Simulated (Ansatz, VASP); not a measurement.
# SnTe in two plane-wave programs

Wanted: the spread between two codes on one cell, functional and k mesh. The cell is taken from a series of runs on this material, whose earlier steps may have relaxed, scaled, displaced or heated it; both programs get it as it stands.

Main program and level: Ansatz 0.2.0; plane waves, with VASP 6.6.1 beside it; zone-centre phonons at LDA.

**1. Starting point**

The structure is trigonal, space group R-3m (No. 166). Conventional cell: a = 4.542 Å, b = 4.542 Å, c = 10.469 Å, α = 90.00°, β = 90.00°, γ = 120.00°. Nearest to Sn lie 6 Te at 3.15 Å. Nearest to Te lie 6 Sn at 3.15 Å. Farther neighbours and most contacts between anions are not listed.

**2. Ansatz: zone-centre phonons, LDA**

Ansatz runs on its PAW soft_1 files.

Second derivatives magnify differences that forces hide, and they need a tight electronic threshold.

input.yaml

```yaml
crystal:
  lattice:
    - [-0.1261543426, 3.0852262424, 3.0852262424]
    - [3.0852262424, -0.1261543426, 3.0852262424]
    - [3.0852262424, 3.0852262424, -0.1261543426]
  atoms:
    - { symbol: Sn, position: [0.0, 0.0, 0.0] }
    - { symbol: Te, position: [0.5, 0.5, 0.5] }
kpoints:
  mp_grid: { grid: [12, 12, 12] }
hamiltonian:
  xc: lda
  pseudopotentials: { kind: paw, azcp: { folder: soft_1 }, xc_functional: pbe }
scf:
  occupations: { method: gaussian, width: 0.01 }
output:
  eigenvalues: true
phonons:
  method: dfpt
```

On the command line:

```bash
> ansatz run input.yaml --threads 4 --pin off --max-ram 10240MiB --backend cpu --events-out ev --progress --plain --runs-dir out
```

Numbers of over 12 decimals in the logs are rounded to 6 here.

Log:

```text
Engine: ansatz 0.2.0, aarch64-unknown-linux-gnu
Pseudopotentials: kind: paw
Pseudopotential: Sn, paw, valence charge 14, recommended cutoff 420 eV (normal), soft_1/Sn.paw.azcp
Pseudopotential: Te, paw, valence charge 16, recommended cutoff 420 eV (normal), soft_1/Te.paw.azcp
Functional definition: SPW92
  exchange = slater_x
  correlation = pw_c
Crystal: 2 atoms, lattice volume = 62.335 Å³
Basis set: ecut = 420 eV, 1229 PW (Γ), exchange–correlation on 60×60×60 points (8 copies of the dense FFT grid, shifted against one another)
Bands: 19, of which v1, the nominal top of the filled ones, is band 15 counted from 1 (14 counted from 0)
Symmetry: 12 space group operations
k-points: 476 of 1728 (irreducible under 2 space group operations, time reversal used)
Non-local potential: Sn, projectors of the file, l = 0: 2, l = 1: 2, l = 2: 2, l = 3: 1
Non-local potential: Te, projectors of the file, l = 0: 2, l = 1: 2, l = 2: 2, l = 3: 1
PAW form: soft (Blöchl's): semilocal exchange-correlation on the pseudo side does not see the compensation charge
PAW frozen core: Sn, regenerated for the run's functional, and the local potential with it (the file was generated under x = pbe(κ = 0.804, μ = 0.219515), c = pbe(β = 0.066725))
PAW frozen core: Te, regenerated for the run's functional, and the local potential with it (the file was generated under x = pbe(κ = 0.804, μ = 0.219515), c = pbe(β = 0.066725))
PAW one-centre angular grid: Sn, 590 points (default); XC on 64 Gauss nodes
PAW one-centre angular grid: Te, 590 points (default); XC on 64 Gauss nodes
Initial density: superposition of atomic densities (chi_scale 0.1, normalization cell, long waves kept (reshape's long-wave potential 0.00 eV rms))
Initial wavefunctions: pseudopotential atomic-orbital guess
Functional: x = slater, c = lda
SCF iter   1: F=—  HF=-12707.403216 eV  |F-HF|=—  |Δ(HF+E_count)|=         —  Δρ=1.06e-2  dr2=8.08e-2  ethr=3.10e-3  ⟨swp⟩=7.7  Hψ=54836  notcnv=0
preconditioner: auto → none  [insulator: Δε(μ)=0.037 eV  Ē_g=8.698 eV  σ=0.010 eV  W_gap=0.67  n_scr=14 (ndim 8)  ℏωp=14.9 eV  f_vac=0.000  D(μ)=0.18/eV (n_scr^D=0)  ε∞_Penn≈3.9]
SCF iter   2: F=—  HF=-12707.388923 eV  |F-HF|=—  |Δ(HF+E_count)|=   1.43e-2  Δρ=5.06e-3  dr2=1.92e-2  ethr=2.69e-4  ⟨swp⟩=2.0  Hψ=14895  notcnv=0
SCF iter   3: F=—  HF=-12707.386813 eV  |F-HF|=—  |Δ(HF+E_count)|=   2.11e-3  Δρ=4.50e-4  dr2=5.51e-5  ethr=6.39e-5  ⟨swp⟩=3.2  Hψ=17356  notcnv=0
SCF iter   4: F=—  HF=-12707.386826 eV  |F-HF|=—  |Δ(HF+E_count)|=   1.23e-5  Δρ=7.71e-5  dr2=1.86e-6  ethr=1.84e-7  ⟨swp⟩=2.0  Hψ=17464  notcnv=0
SCF iter   5: F=—  HF=-12707.386826 eV  |F-HF|=—  |Δ(HF+E_count)|=   7.38e-7  Δρ=2.07e-5  dr2=1.81e-7  ethr=6.20e-9  ⟨swp⟩=2.0  Hψ=16197  notcnv=0
SCF iter   6: F=—  HF=-12707.386826 eV  |F-HF|=—  |Δ(HF+E_count)|=   5.36e-8  Δρ=2.96e-6  dr2=2.89e-9  ethr=6.04e-10  ⟨swp⟩=2.0  Hψ=13831  notcnv=0
SCF iter   7: F=—  HF=-12707.386826 eV  |F-HF|=—  |Δ(HF+E_count)|=  9.60e-10  Δρ=7.39e-7  dr2=2.84e-10  ethr=9.62e-12  ⟨swp⟩=2.0  Hψ=16185  notcnv=0
SCF iter   8: F=-12707.386826 eV  HF=-12707.386826 eV  |F-HF|=1.82e-12  |Δ(HF+E_count)|=  1.89e-10  Δρ=6.15e-8  dr2=1.49e-12  ethr=1.00e-12  ⟨swp⟩=5.4  Hψ=53518  notcnv=0
SCF 1 converged in 8 iterations: F = -12707.386826 eV  dr2 = 1.49e-12
  greatest PAW one-centre occupation: 0.999 electrons in one spin orbital (limit 2), on the Te atom at site 1 (counted from 0), in its partial waves of l = 2
DFPT response loops at Γ: preconditioner auto → Kerker (q_TF=auto, 2.415 Å⁻¹) (partly filled bands, converged f_vac=0.007); β = 1.00, the filter's whole step (`scf.mixing.beta` (0.50) is not read by the response loops under this deck's `scf.mixing.preconditioner`; to damp them name `kerker` or `kerker_dos`, under which they read `scf.mixing.beta`, and type it under 1.00, their step now; both keys bind the ground state too); Broyden in place of MSR1
SCF converged after 8 iterations
Free energy (F): -12707.386826 eV
Harris-Foulkes:  -12707.386826 eV  (|F-HF|=1.82e-12)
Internal energy: -12707.386817 eV  (E = F + TS)
E sigma→0 (E₀):  -12707.386822 eV
Entropy (-TS):   -0.000009 eV (-0.004 meV/atom)
Fermi energy:    9.377622 eV
--- Per-component energies (eV) ---
  E_band       = -359.332907
  E_kinetic    = 341.057727
  E_local      = -2685.773921  (includes V_loc(G=0)·N_el)
  E_nonlocal   = 221.250708
  E_hartree    = 1335.034121
  E_xc         = -247.243528
  E_vxc        = -183.856565  (∫ρ·V_xc dr)
  E_paw        = -8742.948764  (= ΣΔE_a)
  E_vpaw       = -722.079488  (= ΣTr[D̂ρ^β])
  E_aug_tail   = 0.000351  (compensation charges beyond the density's cutoff)
  E_ewald      = -2929.867044
  E_core_change = 1.103533  (= ΣΔE_core)
  E_smearing   = -0.000009  (= −TS)
  E_closure    = -0.000000  (closes the sum)
  Σ components = -12707.386826   (vs F -12707.386826, Δ=0.00e0)
--- Band table (eV; the first three rows and the last of 476) ---
  k-point 0: bands = [... 11 lower, 4.5504, 7.1234, 7.1234, 7.6619, 12.6072, 12.7974, 12.7974, 14.0015]
  k-point 1: bands = [... 11 lower, 4.2042, 7.1424, 7.3702, 7.6758, 12.2917, 12.4576, 12.5031, 14.0604]
  k-point 2: bands = [... 11 lower, 3.4470, 7.2009, 7.6196, 7.9424, 11.6248, 11.7518, 11.8979, 14.1922]
  k-point 475: bands = [... 11 lower, 1.1971, 7.4503, 7.4503, 9.0493, 9.1255, 9.4931, 9.4931, 17.3933]
--- Phonons (Γ-DFPT): 2 representative perturbations + reference, on 476 of 1728 k-points (Σ response iterations 6) ---
  k mesh reduced under 2 symmetry operations, with k and −k counted as one. Each operation leaves every solved perturbation unchanged. A smaller set is not used because it would not reduce the number of displacements times k-points to solve
  ASR residual: 7.524e-5 → 0.000e0 eV/Å²; symmetrization residual: 5.579e-6 eV/Å²
  ASR residual per site (eV/Å²): 7.52e-5 1.50e-5
  Γ frequencies (cm⁻¹): -38.89 -38.89 0.00 0.00 0.00 41.30
  non-analytic LO–TO correction: not included (Born effective charges unavailable; polar crystals: no LO–TO splitting at Γ)
```

In the SCF lines HF is the Harris–Foulkes energy and dr2 the Hartree energy of the density residual, in eV; the loop may stop once dr2 is under the threshold and the program's other checks hold. Hψ counts applications of the Hamiltonian.

**3. VASP: zone-centre phonons, LDA**

The same cell, functional (in two slightly different forms), mesh and smearing now go to VASP, with its own data sets.

Lines of VASP's logs that name or quote its potential files are left out, and so is its time.

INCAR

```
SYSTEM = SnTe
PREC = Accurate
ENCUT = 500
EDIFF = 1E-08
NELM = 120
ISMEAR = 0
SIGMA = 0.01
LREAL = .FALSE.
ALGO = Normal
GGA = PW92
NBANDS = 16
LORBIT = 11
LWAVE = .FALSE.
LCHARG = .FALSE.
ISIF = 2
IBRION = 8
LASPH = .TRUE.
GGA_COMPAT = .FALSE.
KPAR = 2
```

POSCAR

```
SnTe
1.0
   -0.1261543426      3.0852262424      3.0852262424
    3.0852262424     -0.1261543426      3.0852262424
    3.0852262424      3.0852262424     -0.1261543426
Sn Te
1 1
Direct
    0.0000000000      0.0000000000      0.0000000000
    0.5000000000      0.5000000000      0.5000000000
```

KPOINTS

```
Automatic mesh
0
Gamma
12 12 12
0 0 0
```

Potentials, in the order of the species: Sn_d and Te (LDA family, release 64).

On the command line:

```bash
> mpirun -np 2 vasp_std
```

Log:

```text
[banner, memory and clock lines left out]
running    2 mpi-ranks, on    1 nodes
 distrk:  each k-point on    1 cores,    2 groups
 distr:  one band on    1 cores,    1 groups

 POSCAR found type information on POSCAR SnTe
 POSCAR found :  2 types and       2 ions
|                                                                             |
|               ----> ADVICE to this user running VASP <----                  |
|                                                                             |
|     You enforced a specific xc type in the INCAR file but a different       |
|     [... a line on the potential file left out ...]
|     I HOPE YOU KNOW WHAT YOU ARE DOING!                                     |
|                                                                             |

 LDA part: xc-table for (Slater(with rela. corr.)+PW92), standard interpolation
 POSCAR, INCAR and KPOINTS ok, starting setup
 FFT: planning ... GRIDC
 FFT: planning ... GRID_SOFT
 FFT: planning ... GRID
 WAVECAR not read
 entering main loop
       N       E                     dE             d eps       ncg     rms          rms(c)
DAV:   1     0.121473541804E+03    0.12147E+03   -0.94478E+03  6144   0.140E+03
DAV:   2     0.152176091918E+01   -0.11995E+03   -0.11721E+03  6664   0.347E+02
DAV:   3    -0.858183714670E+01   -0.10104E+02   -0.10034E+02  7680   0.884E+01
DAV:   4    -0.885540774163E+01   -0.27357E+00   -0.27352E+00  7328   0.159E+01
DAV:   5    -0.886769872541E+01   -0.12291E-01   -0.12291E-01  9112   0.306E+00    0.458E+00
DAV:   6    -0.880674853651E+01    0.60950E-01   -0.13428E-01  8592   0.255E+00    0.289E+00
DAV:   7    -0.880231465252E+01    0.44339E-02   -0.43367E-02  8168   0.107E+00    0.767E-01
DAV:   8    -0.880145898727E+01    0.85567E-03   -0.65131E-03  7680   0.655E-01    0.139E-01
DAV:   9    -0.880147380537E+01   -0.14818E-04   -0.62184E-04  8904   0.217E-01    0.414E-02
DAV:  10    -0.880145817448E+01    0.15631E-04   -0.53427E-05  7968   0.603E-02    0.257E-02
DAV:  11    -0.880145659827E+01    0.15762E-05   -0.27821E-05  8136   0.377E-02    0.195E-02
DAV:  12    -0.880145652986E+01    0.68413E-07   -0.21197E-06  7032   0.866E-03    0.124E-02
DAV:  13    -0.880145651339E+01    0.16464E-07   -0.75207E-08  8576   0.189E-03    0.880E-03
DAV:  14    -0.880145646611E+01    0.47287E-07   -0.13268E-07  8208   0.402E-03    0.243E-03
DAV:  15    -0.880145646577E+01    0.33651E-09   -0.21857E-08  6664   0.741E-04
   1 F= -.88014565E+01 E0= -.88014520E+01  d E =-.893791E-05
 Linear response reoptimize wavefunctions to high precision
DAV:   1    -0.880145646550E+01    0.26967E-09   -0.73016E-10  4920   0.168E-04
DAV:   2    -0.880145646552E+01   -0.17280E-10   -0.83404E-11  4144   0.689E-05
 Linear response DOF=           2
 Linear response progress:
  Degree of freedom:   1/  2
       N       E                     dE             d eps       ncg     rms          rms(c)
RMM:   1    -0.217871863683E+00   -0.21787E+00    0.31580E-01 18422   0.106E+01
RMM:   2    -0.223190843309E+00   -0.53190E-02   -0.12126E-02 27105   0.880E-01    0.810E-02
RMM:   3    -0.223053381249E+00    0.13746E-03   -0.96543E-04 29913   0.247E-01    0.426E-02
RMM:   4    -0.222790842353E+00    0.26254E-03   -0.84790E-05 29961   0.737E-02    0.837E-03
RMM:   5    -0.222784116666E+00    0.67257E-05   -0.76471E-06 30872   0.227E-02    0.391E-03
RMM:   6    -0.222789388738E+00   -0.52721E-05   -0.11793E-06 30599   0.786E-03    0.143E-03
RMM:   7    -0.222790136052E+00   -0.74731E-06   -0.34266E-07 31329   0.308E-03    0.755E-04
RMM:   8    -0.222787993019E+00    0.21430E-05    0.27639E-07 30347   0.137E-03    0.132E-04
RMM:   9    -0.222787835741E+00    0.15728E-06    0.36302E-07 31968   0.624E-04    0.212E-04
RMM:  10    -0.222787769988E+00    0.65754E-07    0.49662E-07 32517   0.310E-04    0.218E-04
RMM:  11    -0.222787749624E+00    0.20364E-07    0.40654E-07 32361   0.174E-04    0.353E-04
RMM:  12    -0.222787448907E+00    0.30072E-06    0.23170E-07 29208   0.113E-04    0.771E-05
RMM:  13    -0.222787320385E+00    0.12852E-06    0.12030E-07 31898   0.743E-05    0.244E-05
RMM:  14    -0.222787287588E+00    0.32797E-07    0.49902E-08 32583   0.506E-05    0.399E-05
RMM:  15    -0.222787268951E+00    0.18636E-07    0.27517E-08 31609   0.409E-05    0.177E-05
RMM:  16    -0.222787279972E+00   -0.11021E-07    0.11052E-08 29203   0.346E-05    0.218E-06
RMM:  17    -0.222787282562E+00   -0.25899E-08    0.62869E-09 20743   0.313E-05    0.141E-06
 first order change of Fermi-energy   0.16179E-03
 force on displaced ion       1 direction 1 :   0.055  -0.244  -0.244
 Linear response progress:
  Degree of freedom:   2/  2
       N       E                     dE             d eps       ncg     rms          rms(c)
RMM:   1    -0.481512970326E-01   -0.48151E-01    0.64087E-02 33230   0.868E-01
RMM:   2    -0.486332668934E-01   -0.48197E-03   -0.20095E-03 28789   0.217E-01    0.646E-02
RMM:   3    -0.487834904742E-01   -0.15022E-03   -0.16185E-04 29142   0.619E-02    0.474E-02
RMM:   4    -0.490101652634E-01   -0.22667E-03   -0.25202E-05 28795   0.307E-02    0.568E-03
RMM:   5    -0.490187001348E-01   -0.85349E-05   -0.99012E-07 29778   0.739E-03    0.296E-03
RMM:   6    -0.490189373131E-01   -0.23718E-06   -0.92275E-08 29254   0.212E-03    0.694E-04
RMM:   7    -0.490173347480E-01    0.16026E-05   -0.39477E-09 30030   0.453E-04    0.127E-04
RMM:   8    -0.490175447070E-01   -0.20996E-06   -0.16577E-08 28720   0.162E-04    0.396E-05
RMM:   9    -0.490174948436E-01    0.49863E-07    0.21270E-07 31822   0.566E-05    0.210E-05
RMM:  10    -0.490175316342E-01   -0.36791E-07    0.31222E-07 32089   0.227E-05    0.336E-06
RMM:  11    -0.490175123446E-01    0.19290E-07    0.20581E-09 29621   0.147E-05    0.994E-07
RMM:  12    -0.490175112390E-01    0.11056E-08   -0.28552E-08 21743   0.125E-05    0.435E-07
 first order change of Fermi-energy  -0.10345E-03
 force on displaced ion       2 direction 1 :   0.045  -0.240  -0.240
 Linear response finished
```

Parts of OUTCAR (step 3):

```text
ion  position               nearest neighbor table
   1  0.000  0.000  0.000-   2 3.15   2 3.15   2 3.15   2 3.15   2 3.15   2 3.15
   2  0.500  0.500  0.500-   1 3.15   1 3.15   1 3.15   1 3.15   1 3.15   1 3.15

  LATTYP: Found a trigonal (rhomboedric) cell.
 ALAT       =     4.3649921938
 COS(alpha) =     0.4587266907

 Subroutine GETGRP returns: Found 12 space group operations
 (whereof 12 operations were pure point group operations)

The static configuration has the point symmetry D_3d.

 Found    189 irreducible k-points:

   k-points           NKPTS =    189   k-points in BZ     NKDIM =    189   number of bands    NBANDS=     16

   dimension x,y,z NGX =    32 NGY =   32 NGZ =   32
   dimension x,y,z NGXF=    64 NGYF=   64 NGZF=   64

   ENCUT  =  500.0 eV  36.75 Ry    6.06 a.u.   7.96  7.96  7.96*2*pi/ulx,y,z

   NELECT =      20.0000    total number of electrons

 k-points in reciprocal lattice and weights: Automatic mesh
   0.00000000  0.00000000  0.00000000       0.001
   0.08333333 -0.00000000 -0.00000000       0.003
   0.16666667 -0.00000000 -0.00000000       0.003
   0.25000000 -0.00000000 -0.00000000       0.003
   0.33333333 -0.00000000 -0.00000000       0.003
   0.41666667 -0.00000000 -0.00000000       0.003
   0.50000000 -0.00000000 -0.00000000       0.002
   0.08333333  0.08333333  0.00000000       0.003
   0.16666667  0.08333333 -0.00000000       0.007
[...]
-0.41666667  0.50000000  0.41666667       0.003
   0.50000000  0.50000000  0.50000000       0.001

 average (electrostatic) potential at core
       1-100.4006       2 -88.6781

  Total       -0.5086993     -0.5086993     -0.5086993      0.2631474      0.2631474      0.2631474
  in kB      -13.0750169    -13.0750169    -13.0750169      6.7636361      6.7636361      6.7636361
  external PRESSURE =     -13.0750169 kB  Pullay stress =       0.0000000 kB

  energy-cutoff  :      500.00
  volume of cell :       62.33
      direct lattice vectors                 reciprocal lattice vectors
    -0.126154343  3.085226242  3.085226242    -0.152446642  0.158945911  0.158945911
     3.085226242 -0.126154343  3.085226242     0.158945911 -0.152446642  0.158945911
     3.085226242  3.085226242 -0.126154343     0.158945911  0.158945911 -0.152446642

 POSITION                                       TOTAL-FORCE (eV/Angst)
 -----------------------------------------------------------------------------------
      0.00000      0.00000      0.00000        -0.000000     -0.000000      0.000000
      3.02215      3.02215      3.02215         0.000000      0.000000     -0.000000
 -----------------------------------------------------------------------------------
    total drift:                                0.000000     -0.000000     -0.000000

 Eigenvectors and eigenvalues of the dynamical matrix
 ----------------------------------------------------

   1 f  =    1.312811 THz     8.248634 2PiTHz   43.790657 cm-1     5.429347 meV
             X         Y         Z           dx          dy          dz
      0.000000  0.000000  0.000000    -0.415153   -0.415153   -0.415153
      3.022149  3.022149  3.022149     0.401225    0.401225    0.401225

   2 f  =    0.012679 THz     0.079668 2PiTHz    0.422942 cm-1     0.052438 meV
             X         Y         Z           dx          dy          dz
      0.000000  0.000000  0.000000    -0.453591    0.511026   -0.057436
      3.022149  3.022149  3.022149    -0.481489    0.542457   -0.060968

   3 f  =    0.012679 THz     0.079668 2PiTHz    0.422942 cm-1     0.052438 meV
             X         Y         Z           dx          dy          dz
      0.000000  0.000000  0.000000     0.328202    0.228720   -0.556922
      3.022149  3.022149  3.022149     0.348388    0.242788   -0.591176

   4 f/i=    0.001300 THz     0.008169 2PiTHz    0.043367 cm-1     0.005377 meV
             X         Y         Z           dx          dy          dz
      0.000000  0.000000  0.000000    -0.401225   -0.401225   -0.401225
      3.022149  3.022149  3.022149    -0.415153   -0.415153   -0.415153

   5 f/i=    1.076654 THz     6.764816 2PiTHz   35.913307 cm-1     4.452681 meV
             X         Y         Z           dx          dy          dz
      0.000000  0.000000  0.000000     0.424708   -0.572384    0.147676
      3.022149  3.022149  3.022149    -0.400100    0.539219   -0.139119

   6 f/i=    1.076654 THz     6.764816 2PiTHz   35.913307 cm-1     4.452681 meV
             X         Y         Z           dx          dy          dz
      0.000000  0.000000  0.000000    -0.415727   -0.159944    0.575671
      3.022149  3.022149  3.022149     0.391639    0.150677   -0.542316

 ELASTIC MODULI CONTR FROM IONIC RELAXATION (kBar)
 Direction    XX          YY          ZZ          XY          YZ          ZX
 --------------------------------------------------------------------------------
 XX           0.0000      0.0000      0.0000      0.0000      0.0000      0.0000
 YY           0.0000      0.0000      0.0000      0.0000      0.0000      0.0000
 ZZ           0.0000      0.0000      0.0000      0.0000      0.0000      0.0000
 XY           0.0000      0.0000      0.0000      0.0000      0.0000      0.0000
 YZ           0.0000      0.0000      0.0000      0.0000      0.0000      0.0000
 ZX           0.0000      0.0000      0.0000      0.0000      0.0000      0.0000
 --------------------------------------------------------------------------------
```

Energies printed during the response cycles are not total energies of the cell.

**4. Comparison**

Known differences besides the potentials themselves: the data sets hold 30 valence electrons in Ansatz (on its PAW soft_1 files) and 20 in VASP; the cutoff is 420 eV in Ansatz and 500 eV in VASP; VASP's log shows a relativistic correction to its local exchange, Ansatz's none. Total energies have different zeros and are not compared.

Compared:

```csv
quantity,Ansatz,VASP,difference
"optical mode 1 to 2 (imaginary, printed as negative) (cm⁻¹)",-38.9,-35.9,-3.0
optical mode 3 (cm⁻¹),41.3,43.8,-2.5
```

Modes are paired by rising frequency, not by their patterns, so a pair may set unlike modes beside each other; they are those without the splitting of longitudinal modes.

**5. Summary of results**

| Item | Value |
| --- | --- |
| r.m.s. difference of the optical zone-centre modes, each program's sorted by frequency (zone-centre phonons, LDA) | 2.8 cm⁻¹ |

The r.m.s. difference of the optical zone-centre modes, each program's sorted by frequency is 2.8 cm⁻¹ (zone-centre phonons, LDA). The data sets hold unlike numbers of valence electrons (30 in Ansatz and 20 in VASP), so part of the differences comes from the potentials. Such differences can come from data sets, numerical settings and the points named under the comparisons, not from the functional's error against experiment.

[Lines on the potential files, build, host, timing and source positions are cut from VASP's logs without a mark.]

[Logs are printed without paths, hosts, clocks, repeated set-up lines and the standing remarks that a program may print on its own settings, such as how far it seeks lower states.]

[Hosts, paths, dates, database ids (printed as entryN), source tags and the programs' standing remarks are cut or masked in the printed files.]
